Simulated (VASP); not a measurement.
VASP input:

POSCAR:
```
SiC
1
    3.0348880039     0.0000000000     0.0000000000
   -1.5174440019     2.6282896634     0.0000000000
    0.0000000000     0.0000000000     4.9789392738
Si C
2 2
Direct
  0.3333330000   0.6666670000   0.9995886630
  0.6666670000   0.3333330000   0.4995886630
  0.3333330000   0.6666670000   0.3754113370
  0.6666670000   0.3333330000   0.8754113370
```

File KPOINTS:
```
Automatic mesh
0
Gamma
8 8 5
0 0 0
```

**INCAR**
```
! general
SYSTEM  = SiC
PREC    = Accurate
ENCUT   = 620
LREAL   = .FALSE.
LASPH   = .TRUE.   ! aspherical one-centre terms

! electronic loop
EDIFF   = 1E-6
NELM    = 100
ALGO    = Normal

! smearing
ISMEAR  = 0
SIGMA   = 0.05   ! width (eV)

! functional
GGA     = PS   ! PBEsol

! ions
IBRION  = 2
NSW     = 40
ISIF    = 3
EDIFFG  = -0.02   ! ionic stop
PSTRESS = 200   ! kbar

! output
LWAVE   = .FALSE.
LCHARG  = .FALSE.
```

POTCAR, in this order: Si C (PBE.64 set). Program: vasp_std.

Q: Write an equivalent input for Quantum ESPRESSO's pw.x.

A: One equivalent input (not run):
```
&CONTROL
  calculation = 'vc-relax'
  pseudo_dir = './pseudo'
  outdir = './out'
  tprnfor = .true.
  tstress = .true.
  nstep = 40
  forc_conv_thr = 0.00078
/
&SYSTEM
  ibrav = 0
  nat = 4
  ntyp = 2
  ecutwfc = 82
  occupations = 'smearing'
  smearing = 'gaussian'
  degauss = 0.003675
  input_dft = 'pbesol'
/
&ELECTRONS
  conv_thr = 7.3e-08
  electron_maxstep = 100
/
&IONS
/
&CELL
  press = 200
/
ATOMIC_SPECIES
  Si 28.085 Si.upf
  C 12.011 C.upf
CELL_PARAMETERS angstrom
     3.0348880    0.0000000    0.0000000
    -1.5174440    2.6282897    0.0000000
     0.0000000    0.0000000    4.9789393
ATOMIC_POSITIONS crystal
  Si   0.3333330  0.6666670  0.9995887
  Si   0.6666670  0.3333330  0.4995887
  C    0.3333330  0.6666670  0.3754113
  C    0.6666670  0.3333330  0.8754113
K_POINTS automatic
  8 8 5 0 0 0
```
What does not carry over: the potentials are each code's own (VASP's PAW set, PseudoDojo norm-conserving files in pw.x), so ENCUT and ecutwfc are chosen apart and not converted; conv_thr bounds pw.x's estimated SCF error, while EDIFF bounds the energy change between steps; forc_conv_thr acts on force components and is met together with etot_conv_thr.

The structure was generated: SiC was put into the wurtzite type (P6_3mc), which need not be its known phase. This run relaxes it under an external pressure of 20 GPa. Symmetry was kept, so distortions that lower it aren't found.
